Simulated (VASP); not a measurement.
Here is the system:

```
CELL_PARAMETERS angstrom
      0.00000     2.76841     2.76841
      2.76841     0.00000     2.76841
      2.76841     2.76841     0.00000
ATOMIC_POSITIONS crystal
  Ag 0.00000 0.00000 0.00000
  Cl 0.50000 0.50000 0.50000
```

Computed with PW91 GGA, VASP's PBE PAW potentials (set 64) (plane waves; VASP). Numerical set-up: 520 eV cut-off, 8×8×8 Γ-centred mesh, Gaussian smearing of 0.050 eV, potentials Ag Cl.

Q: Give the stress tensor in GPa (positive for a compressed cell).

A: 
```
1.45  0.00  0.00
0.00  1.45  0.00
0.00  0.00  1.45
```
The pressure is its mean diagonal, 1.45 GPa.

The compound is AgCl in the rock salt structure. This cell is one point of a volume scan, at 0.97 of the reference volume.
